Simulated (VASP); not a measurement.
Input:

```xyz
2
Lattice="0.0000 2.6000 2.6000 2.6000 0.0000 2.6000 2.6000 2.6000 0.0000" Properties=species:S:1:pos:R:3 pbc="T T T"
Mg     0.0000     0.0000     0.0000
S      2.6000     2.6000     2.6000
```

The numbers are results of PBE GGA with D3 dispersion (Becke-Johnson damping), VASP's PBE PAW potentials (set 64) (plane waves; VASP), not measurements. Numerical set-up: 520 eV cut-off, 8×8×8 Γ-centred mesh, Gaussian smearing of 0.050 eV, potentials Mg S.

Energy and stress use the plane-wave basis of the starting cell.

The ions, cell shape and volume are relaxed. Predict the relaxed structure.

```xyz
2
Lattice="0.0000 2.5743 2.5743 2.5743 0.0000 2.5743 2.5743 2.5743 0.0000" Properties=species:S:1:pos:R:3 pbc="T T T"
Mg     0.0000     0.0000     0.0000
S      2.5743     2.5743     2.5743
```
Space group Fm-3m (225), at a tolerance of 0.03 Å.

How do energy and volume change from the first to the last step?

The energy (σ→0) changes by -3.8 meV/atom and the volume by -2.9 %, in 3 ionic steps.

| step | E(σ→0) (eV) | max force (eV/Å) | pressure (GPa) | volume (Å³) |
|---|---|---|---|---|
| 1 | -9.2137 | 0.000 | -2.29 | 35.15 |
| 2 | -9.2209 | 0.000 | 0.58 | 33.89 |
| 3 | -9.2213 | 0.000 | 0.00 | 34.12 |

The compound is MgS in the rock salt structure. This run relaxes it. Symmetry was kept, so distortions that lower it aren't found.
